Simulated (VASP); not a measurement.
Consider the following.

```yaml
crystal:
  lattice:
    - [0.00000, 2.09740, 2.09740]
    - [2.09740, 0.00000, 2.09740]
    - [2.09740, 2.09740, 0.00000]
  atoms:
    - { symbol: Mg, position: [0.00000, 0.00000, 0.00000] }
    - { symbol: O, position: [0.50000, 0.50000, 0.50000] }
```

These are r2SCAN meta-GGA, VASP's PBE PAW potentials (set 64) (plane waves; VASP 6.6.1) values and carry that method's errors. Run with 520 eV cut-off, 12×12×12 Γ-centred mesh, tetrahedra with Blöchl corrections, potentials Mg O.

### Question
Estimate the energy per atom (σ→0), band gap (over mesh and band path) with the smallest direct gap where there is one.

### Answer

```
Property                                                Value
---------------------------------------------  --------------
band gap (over mesh and band path)                    5.73 eV
smallest direct gap (over mesh and band path)         5.73 eV
energy per atom (σ→0)                          -8.081 eV/atom
```

Total energies compare only between runs with the same potentials, cut-off and functional.

The compound is MgO in the rock salt structure. It was relaxed first.
